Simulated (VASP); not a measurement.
Data:

```
CELL_PARAMETERS angstrom
      0.00000     2.93338     2.93338
      2.93338     0.00000     2.93338
      2.93338     2.93338     0.00000
ATOMIC_POSITIONS crystal
  Cu 0.00000 0.00000 0.00000
  I  0.25000 0.25000 0.25000
```

Level of theory: LDA (Ceperley-Alder, Perdew-Zunger), VASP's LDA PAW potentials (set 64) (plane waves; VASP). Settings: 520 eV cut-off, 9×9×9 Γ-centred mesh, tetrahedra with Blöchl corrections, potentials Cu I.

Unless said otherwise, spin-orbit coupling is left out, though it shifts the bands of the heavy elements here.

Problem. What does the run give for the energy per atom (σ→0), band gap (on the k-mesh) with the smallest direct gap where there is one?

Solution. 
band gap (on the k-mesh): 1.28 eV
smallest direct gap (on the k-mesh): 1.28 eV
energy per atom (σ→0): -3.498 eV/atom

Only differences to runs with the same potentials and settings are physical.

The compound is CuI in the zinc blende structure. It was relaxed first, which changed the volume by -9 %.
